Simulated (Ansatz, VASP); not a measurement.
# ZnS in two plane-wave programs

Aim: how closely do two programs agree when they are given the same cell, functional and k mesh? The cell is taken from a series of runs on this material, whose earlier steps may have relaxed, scaled, displaced or heated it; both programs get it as it stands.

Program: Ansatz 0.2.0. Level of theory: plane waves, with VASP 6.6.1 beside it; single point at HSE06. Results are calculated unless marked as measured.

### Step 1. The starting structure

The structure is cubic, space group F-43m (No. 216). The conventional cell has a = 5.247 Å, b = 5.247 Å, c = 5.247 Å, α = 90.00°, β = 90.00°, γ = 90.00°. Nearest to Zn lie 4 S at 2.27 Å. Nearest to S lie 4 Zn at 2.27 Å. Farther neighbours and most contacts between anions are not listed.

### Step 2. VASP: single point, HSE06

A single point gives forces, pressure and levels at one fixed geometry, so differences don't come from the geometry; what else differs is listed under the comparison.

Lines of VASP's logs that name or quote its potential files are left out, and so is its time.

The run reads the wave functions of an earlier VASP run, which isn't shown here.

INCAR reads:

```
SYSTEM = ZnS
PREC = Accurate
ENCUT = 400
EDIFF = 1E-06
NELM = 100
ISMEAR = -1
SIGMA = 0.02
LREAL = .FALSE.
ALGO = Normal
LHFCALC = .TRUE.
AEXX = 0.25
GGA = PE
HFSCREEN = 0.208
LASPH = .TRUE.
NBANDS = 15
PRECFOCK = Fast
LORBIT = 11
LWAVE = .FALSE.
LCHARG = .FALSE.
KPAR = 8
ISIF = 2
```

POSCAR reads:

```
ZnS
1.0
    0.0000000000      2.6236258659      2.6236258659
    2.6236258659      0.0000000000      2.6236258659
    2.6236258659      2.6236258659      0.0000000000
Zn S
1 1
Direct
    0.0000000000      0.0000000000      0.0000000000
    0.7500000000      0.7500000000      0.7500000000
```

KPOINTS reads:

```
Automatic mesh
0
Gamma
6 6 6
0 0 0
```

PAW data sets: Zn and S (PBE family, release 64).

On the command line:

```sh
$ mpirun -np 8 vasp_std
```

Numbers of over 12 decimals in the logs are rounded to 6 here.

What it wrote:

```text
[banner, memory and clock lines left out]
running    8 mpi-ranks, on    1 nodes
 distrk:  each k-point on    1 cores,    8 groups
 distr:  one band on    1 cores,    1 groups

 POSCAR found type information on POSCAR ZnS
 POSCAR found :  2 types and       2 ions
|                                                                             |
|           W    W    AA    RRRRR   N    N  II  N    N   GGGG   !!!           |
|           W    W   A  A   R    R  NN   N  II  NN   N  G    G  !!!           |
|           W    W  A    A  R    R  N N  N  II  N N  N  G       !!!           |
|           W WW W  AAAAAA  RRRRR   N  N N  II  N  N N  G  GGG   !            |
|           WW  WW  A    A  R   R   N   NN  II  N   NN  G    G                |
|           W    W  A    A  R    R  N    N  II  N    N   GGGG   !!!           |
|                                                                             |
|     For optimal performance we recommend to set                             |
|       NCORE = 2 up to number-of-cores-per-socket                            |
|     NCORE specifies how many cores store one orbital (NPAR=cpu/NCORE).      |
|     This setting can greatly improve the performance of VASP for DFT.       |
|     The default, NCORE=1 might be grossly inefficient on modern             |
|     multi-core architectures or massively parallel machines. Do your        |
|     Unfortunately you need to use the default for GW and RPA                |
|     calculations (for HF NCORE is supported but not extensively tested      |
|     yet).                                                                   |
|                                                                             |

 LDA part: xc-table for (Slater+PW92), standard interpolation
 found WAVECAR, reading the header
 POSCAR, INCAR and KPOINTS ok, starting setup
 FFT: planning ... GRIDC
 FFT: planning ... GRID_SOFT
 FFT: planning ... GRID
 reading WAVECAR
 the WAVECAR file was read successfully
 initial charge from wavefunction
 entering main loop
       N       E                     dE             d eps       ncg     rms          rms(c)
DAV:   1    -0.829114214007E+01   -0.82911E+01   -0.48944E-01   648   0.290E+01    0.178E+00
DAV:   2    -0.826557612959E+01    0.25566E-01   -0.19529E-01   572   0.101E+01    0.738E-01
DAV:   3    -0.826740070636E+01   -0.18246E-02   -0.19646E-02   620   0.244E+00    0.499E-01
DAV:   4    -0.826743342572E+01   -0.32719E-04   -0.20730E-03   578   0.610E-01    0.293E-01
DAV:   5    -0.826739575413E+01    0.37672E-04   -0.14685E-04   677   0.164E-01    0.174E-01
DAV:   6    -0.826738485646E+01    0.10898E-04   -0.28426E-05   564   0.537E-02    0.101E-01
DAV:   7    -0.826737832154E+01    0.65349E-05   -0.18951E-06   455   0.183E-02    0.562E-02
DAV:   8    -0.826737558276E+01    0.27388E-05   -0.73589E-07   387   0.766E-03    0.299E-02
DAV:   9    -0.826737424806E+01    0.13347E-05   -0.26728E-07   296   0.457E-03    0.158E-02
DAV:  10    -0.826737324324E+01    0.10048E-05   -0.10777E-07   282   0.353E-03    0.840E-03
DAV:  11    -0.826737290190E+01    0.34134E-06   -0.46527E-08   254   0.206E-03
   1 F= -.82673729E+01 E0= -.82673729E+01  d E =-.579193E-11
```

OUTCAR, selected parts (step 2):

```text
ion  position               nearest neighbor table
   1  0.000  0.000  0.000-   2 2.27   2 2.27   2 2.27   2 2.27
   2  0.750  0.750  0.750-   1 2.27   1 2.27   1 2.27   1 2.27

  LATTYP: Found a face centered cubic cell.
 ALAT       =     5.2472517318

 Subroutine GETGRP returns: Found 24 space group operations
 (whereof 24 operations were pure point group operations)

The static configuration has the point symmetry T_d .

 Found     16 irreducible k-points:

   k-points           NKPTS =     16   k-points in BZ     NKDIM =    216   number of bands    NBANDS=     15

   dimension x,y,z NGX =    24 NGY =   24 NGZ =   24
   dimension x,y,z NGXF=    48 NGYF=   48 NGZF=   48

   ENCUT  =  400.0 eV  29.40 Ry    5.42 a.u.   6.05  6.05  6.05*2*pi/ulx,y,z

   NELECT =      18.0000    total number of electrons

 k-points in reciprocal lattice and weights: Automatic mesh
   0.00000000  0.00000000  0.00000000       0.005
   0.16666667  0.00000000  0.00000000       0.037
   0.33333333  0.00000000  0.00000000       0.037
   0.50000000  0.00000000  0.00000000       0.019
   0.16666667  0.16666667  0.00000000       0.028
   0.33333333  0.16666667  0.00000000       0.111
   0.50000000  0.16666667  0.00000000       0.111
  -0.33333333  0.16666667  0.00000000       0.111
  -0.16666667  0.16666667  0.00000000       0.056
[...]
-0.33333333  0.33333333  0.16666667       0.111
  -0.33333333  0.50000000  0.16666667       0.056

  exchange ACFDT corr.  =         0.00000000  see jH, gK, PRB 81, 115126

 average (electrostatic) potential at core
       1 -28.0616       2 -84.3244

 E-fermi :   2.6683

 k-point     1 :       0.0000    0.0000    0.0000
  band No.  band energies     occupation
    ...
      5      -5.4091      2.00000
      6      -5.4091      2.00000
      7       2.2385      2.00000
      8       2.2385      2.00000
      9       2.2385      2.00000
     10       5.9906      0.00000
     11       9.8535      0.00000
     12       9.8535      0.00000
     13       9.8535      0.00000
     14      15.5623      0.00000
    ...

 k-point     2 :       0.1667    0.0000    0.0000
  band No.  band energies     occupation
    ...
      5      -5.4116      2.00000
      6      -5.4116      2.00000
      7       0.3411      2.00000
      8       1.9357      2.00000
      9       1.9357      2.00000
     10       7.0707      0.00000
     11       9.9700      0.00000
     12      10.3325      0.00000
     13      10.3325      0.00000
     14      14.6381      0.00000
    ...

 k-point     3 :       0.3333    0.0000    0.0000
  band No.  band energies     occupation
    ...
      5      -5.3969      2.00000
      6      -5.3968      2.00000
      7      -2.4026      2.00000
      8       1.4127      2.00000
      9       1.4127      2.00000
     10       7.1358      0.00000
     11      10.5471      0.00000
     12      10.5471      0.00000
     13      11.7866      0.00000
     14      15.4117      0.00000
    ...

  Total        2.0304510      2.0304510      2.0304510     -0.0000000      0.0000000      0.0000000
  in kB       90.0673522     90.0673522     90.0673522     -0.0000000      0.0000000      0.0000000
  external PRESSURE =      90.0673522 kB  Pullay stress =       0.0000000 kB

  energy-cutoff  :      400.00
  volume of cell :       36.12
      direct lattice vectors                 reciprocal lattice vectors
     0.000000000  2.623625866  2.623625866    -0.190575953  0.190575953  0.190575953
     2.623625866  0.000000000  2.623625866     0.190575953 -0.190575953  0.190575953
     2.623625866  2.623625866  0.000000000     0.190575953  0.190575953 -0.190575953

 POSITION                                       TOTAL-FORCE (eV/Angst)
 -----------------------------------------------------------------------------------
      0.00000      0.00000      0.00000        -0.000000      0.000000     -0.000000
      3.93544      3.93544      3.93544         0.000000     -0.000000      0.000000
 -----------------------------------------------------------------------------------
    total drift:                               -0.000088     -0.000047     -0.000047

  FREE ENERGIE OF THE ION-ELECTRON SYSTEM (eV)
  ---------------------------------------------------
  free  energy   TOTEN  =        -8.2673729019 eV

  energy  without entropy=       -8.2673729019  energy(sigma->0) =       -8.26737290

 total charge
# of ion       s       p       d       tot
------------------------------------------
    1        0.518   0.552   9.850  10.919
    2        1.305   2.515   0.000   3.821
--------------------------------------------------
tot          1.823   3.067   9.850  14.740

[... 3 further parts left out ...]
```

The run ends at a pressure of 9.01 GPa.

[end of part 1 of 2]

[Lines on the potential files, build, host, timing and source positions are cut from VASP's logs without a mark.]

[Logs are printed without paths, hosts, clocks, repeated set-up lines and the standing remarks that a program may print on its own settings, such as how far it seeks lower states.]

[Hosts, paths, dates, database ids (printed as entryN), source tags and the programs' standing remarks are cut or masked in the printed files.]
